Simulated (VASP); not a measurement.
Given:

```yaml
crystal:
  lattice:
    - [4.74418, 0.00000, 0.00000]
    - [-2.37209, 4.10858, 0.00000]
    - [0.00000, 0.00000, 5.69637]
  atoms:
    - { symbol: Ga, position: [0.33333, 0.66667, 0.25000] }
    - { symbol: Ga, position: [0.66667, 0.33333, 0.75000] }
    - { symbol: Sb, position: [0.66667, 0.33333, 0.25000] }
    - { symbol: Sb, position: [0.33333, 0.66667, 0.75000] }
```

These are PBEsol GGA, VASP's PBE PAW potentials (set 64) (plane waves; VASP) values and carry that method's errors. Numerical set-up: 400 eV cut-off, Gaussian smearing of 0.050 eV, potentials Ga_d Sb.

Without a dispersion term in the relaxation, distances and binding between the weakly bound layers, chains or molecules are unreliable, and so is what depends on them.

**Question.** Give the energies of bands 13 to 21 at the high-symmetry points, in eV from the Fermi level.

**Answer.** 
```
band      Γ      M      K      A      L      H
----  -----  -----  -----  -----  -----  -----
13    -4.73  -5.78  -5.16  -3.36  -6.73  -6.95
14    -3.84  -4.53  -5.16  -3.36  -6.73  -6.95
15    -2.33  -3.48  -4.38  -1.31  -2.29  -3.29
16    -2.33  -3.35  -2.81  -1.31  -2.29  -3.29
17     0.10  -2.11  -2.81  -1.31  -0.30   1.08
18     0.12  -1.05  -1.47  -1.31  -0.30   1.08
19     0.12  -0.60   2.10   0.40   1.56   2.75
20     0.22   2.49   2.10   0.40   1.56   2.75
21     2.01   5.03   3.48   2.83   3.25   3.50
```

It has no gap at this level: it comes out as a metal or semimetal.

The structure was generated: GaSb was put into the layered h-BN type type (P6_3/mmc), which need not be its known phase. It was relaxed first, which changed the volume by -41 %.
